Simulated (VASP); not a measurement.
Output of a VASP run:

**OSZICAR**
```
...
DAV:   8     0.435399430037E+00    0.40480E-03   -0.76663E-04  8150   0.552E-01    0.268E-02
DAV:   9     0.435395375529E+00   -0.40545E-05   -0.13288E-05  9922   0.518E-02    0.134E-02
DAV:  10     0.435393537849E+00   -0.18377E-05   -0.21772E-06  7476   0.177E-02    0.983E-04
DAV:  11     0.435393565176E+00    0.27328E-07   -0.50111E-08  5072   0.386E-03
   1 F= 0.43539357E+00 E0= 0.43541130E+00  d E =0.435394E+00
       N       E                     dE             d eps       ncg     rms          rms(c)
DAV:   1     0.434367399123E+00   -0.10261E-02   -0.30556E-02  7978   0.191E+00    0.153E-01
DAV:   2     0.434876241912E+00    0.50884E-03   -0.69612E-04 10076   0.563E-01    0.101E-01
DAV:   3     0.435190515405E+00    0.31427E-03   -0.36999E-04  8620   0.594E-01    0.242E-02
DAV:   4     0.435186268546E+00   -0.42469E-05   -0.50560E-05  7622   0.832E-02    0.288E-02
DAV:   5     0.435186345511E+00    0.76965E-07   -0.15754E-06 10048   0.175E-02    0.130E-02
DAV:   6     0.435186411200E+00    0.65689E-07   -0.13935E-07  6620   0.710E-03
   2 F= 0.43518641E+00 E0= 0.43519407E+00  d E =-.207154E-03
       N       E                     dE             d eps       ncg     rms          rms(c)
DAV:   1     0.427367148066E+00   -0.78192E-02   -0.27457E-01  7968   0.573E+00    0.460E-01
DAV:   2     0.431959635795E+00    0.45925E-02   -0.62867E-03  9976   0.158E+00    0.304E-01
DAV:   3     0.434789271663E+00    0.28296E-02   -0.34028E-03  8628   0.173E+00    0.731E-02
DAV:   4     0.434752907774E+00   -0.36364E-04   -0.43568E-04  7688   0.243E-01    0.866E-02
DAV:   5     0.434753459487E+00    0.55171E-06   -0.14203E-05 10054   0.520E-02    0.369E-02
DAV:   6     0.434754003011E+00    0.54352E-06   -0.12936E-06  7672   0.214E-02    0.125E-02
DAV:   7     0.434754017757E+00    0.14746E-07   -0.80526E-08  4192   0.632E-03
   3 F= 0.43475402E+00 E0= 0.43477163E+00  d E =-.639547E-03
       N       E                     dE             d eps       ncg     rms          rms(c)
DAV:   1     0.405706286962E+00   -0.29048E-01   -0.10934E+00  8000   0.115E+01    0.915E-01
DAV:   2     0.424226353315E+00    0.18520E-01   -0.25400E-02  9796   0.263E+00    0.605E-01
DAV:   3     0.435494112935E+00    0.11268E-01   -0.13928E-02  8534   0.313E+00    0.143E-01
DAV:   4     0.435366958462E+00   -0.12715E-03   -0.15655E-03  7760   0.451E-01    0.171E-01
DAV:   5     0.435369250753E+00    0.22923E-05   -0.61343E-05 10026   0.105E-01    0.591E-02
DAV:   6     0.435371140391E+00    0.18896E-05   -0.45365E-06  7684   0.382E-02    0.218E-02
DAV:   7     0.435371182276E+00    0.41885E-07   -0.37217E-07  7516   0.119E-02
   4 F= 0.43537118E+00 E0= 0.43541371E+00  d E =-.223829E-04
       N       E                     dE             d eps       ncg     rms          rms(c)
DAV:   1     0.417617701171E+00   -0.17753E-01   -0.64176E-01  8006   0.884E+00    0.703E-01
DAV:   2     0.428247511664E+00    0.10630E-01   -0.14726E-02  9884   0.224E+00    0.463E-01
DAV:   3     0.434810307972E+00    0.65628E-02   -0.77922E-03  8482   0.261E+00    0.108E-01
DAV:   4     0.434718142300E+00   -0.92166E-04   -0.10595E-03  7544   0.370E-01    0.132E-01
DAV:   5     0.434718719456E+00    0.57716E-06   -0.32676E-05 10132   0.760E-02    0.654E-02
DAV:   6     0.434720003437E+00    0.12840E-05   -0.33299E-06  7588   0.326E-02    0.231E-02
DAV:   7     0.434720024566E+00    0.21129E-07   -0.26404E-07  6732   0.950E-03
   5 F= 0.43472002E+00 E0= 0.43474164E+00  d E =-.673541E-03
```

**OUTCAR**
```
------------------------ aborting loop because EDIFF is reached ----------------------------------------
  FORCE on cell =-STRESS in cart. coord.  units (eV):
  Direction    XX          YY          ZZ          XY          YZ          ZX
  --------------------------------------------------------------------------------------
  Total       -0.1937303     -0.1937303     -0.2043707      0.0000000     -0.0000000      0.0000000
  in kB      -11.6685081    -11.6685081    -12.3093841      0.0000000     -0.0000000      0.0000000
  external PRESSURE =     -11.8821335 kB  Pullay stress =       0.0000000 kB
  volume of cell :       26.60
      direct lattice vectors                 reciprocal lattice vectors
    -1.616354304  1.616354304  2.545421255     0.000000000  0.309338119  0.196431140
     1.616354304 -1.616354304  2.545421255     0.309338119  0.000000000  0.196431140
     1.616354304  1.616354304 -2.545421255     0.309338119  0.309338119  0.000000000
 POSITION                                       TOTAL-FORCE (eV/Angst)
 -----------------------------------------------------------------------------------
      0.00000      0.00000      0.00000         0.000000     -0.000000      0.000000
 -----------------------------------------------------------------------------------
    total drift:                                0.000000     -0.000000      0.000000
  FREE ENERGIE OF THE ION-ELECTRON SYSTEM (eV)
  ---------------------------------------------------
  free  energy   TOTEN  =         0.4347200246 eV

  energy  without entropy=        0.4347848689  energy(sigma->0) =        0.43474164

 reached required accuracy - stopping structural energy minimisation
```
(Selected blocks of OUTCAR.)

File POSCAR:
```
In
1
   -1.6275343999     1.6275343999     2.5105706145
    1.6275343999    -1.6275343999     2.5105706145
    1.6275343999     1.6275343999    -2.5105706145
In
1
Direct
  0.0000000000   0.0000000000   0.0000000000
```

**Question.** Reconstruct the remaining input files.

**Answer.** This is not unique; one that fits is the input of the run itself, vdW-DF-cx, plane waves, VASP's PBE PAW potentials (set 64).

**KPOINTS**
```
kpoints
0
gamma
16 16 16
```

**INCAR**
```
SYSTEM = In
PREC = Accurate
ENCUT = 520
EDIFF = 1E-7
NELM = 100
ALGO = Normal
LREAL = .FALSE.
LASPH = .TRUE.
ISMEAR = 1
SIGMA = 0.1
GGA = CX
LUSE_VDW = .TRUE.
AGGAC = 0.0
LMAXMIX = 4
LWAVE = .FALSE.
LCHARG = .FALSE.
ISIF = 4
IBRION = 2
NSW = 30
EDIFFG = -0.01
```

POTCAR, in this order: In_d (PBE.64 set). Program: vasp_std.

The compound is In in the bct structure. This cell is one point of a volume scan, at 1.03 of the reference volume. Symmetry was kept, so distortions that lower it aren't found.
